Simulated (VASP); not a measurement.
Here is the system:

```xyz
2
Lattice="0.0000 2.7828 2.7828 2.7828 0.0000 2.7828 2.7828 2.7828 0.0000" Properties=species:S:1:pos:R:3 pbc="T T T"
Ta     0.0000     0.0000     0.0000
N      1.3914     1.3914     1.3914
```

Method: PBEsol GGA, VASP's PBE PAW potentials (set 64) (plane waves; VASP 6.6.1). Settings: 520 eV cut-off, 10×10×10 Γ-centred mesh, first-order Methfessel-Paxton smearing of 0.10 eV, potentials Ta_pv N.

Energy and stress use the plane-wave basis of the starting cell.

Q: The ions, cell shape and volume are relaxed. What does this cell relax into?

A: 
```xyz
2
Lattice="0.0000 2.3585 2.3585 2.3585 0.0000 2.3585 2.3585 2.3585 0.0000" Properties=species:S:1:pos:R:3 pbc="T T T"
Ta     0.0000     0.0000     0.0000
N      1.1792     1.1792     1.1792
```
Space group F-43m (216), at a tolerance of 0.03 Å.

Q: How do energy and volume change from the first to the last step?

A: The energy (σ→0) changes by -1829.2 meV/atom and the volume by -39.1 %, in 15 ionic steps.

The structure was generated: TaN was put into the zinc blende type (F-43m), which need not be its known phase. This run relaxes it. Symmetry was kept, so distortions that lower it aren't found.
